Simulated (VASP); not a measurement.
Consider the following.

```
CELL_PARAMETERS angstrom
      2.84461     0.00000     0.00000
      0.00000     2.84461     0.00000
      0.00000     0.00000     2.84461
ATOMIC_POSITIONS crystal
  Ga 0.50000 0.50000 0.50000
  Co 0.00000 0.00000 0.00000
```

These are r2SCAN meta-GGA, VASP's PBE PAW potentials (set 64) (plane waves; VASP 6.6.1) values and carry that method's errors. Numerical set-up: 520 eV cut-off, 14×14×14 Γ-centred mesh, tetrahedra with Blöchl corrections, potentials Ga_d Co.

Estimate the energy per atom (σ→0), band gap (over mesh and band path) with the smallest direct gap where there is one.

```
Property                                                              Result
----------------------------------  ----------------------------------------
band gap (over mesh and band path)  none (metal, semimetal or under 0.01 eV)
energy per atom (σ→0)                                        -12.524 eV/atom
```

The compound is CoGa in the CsCl type structure. It was relaxed first. The run is not spin-polarised, so no magnetic state was tried.
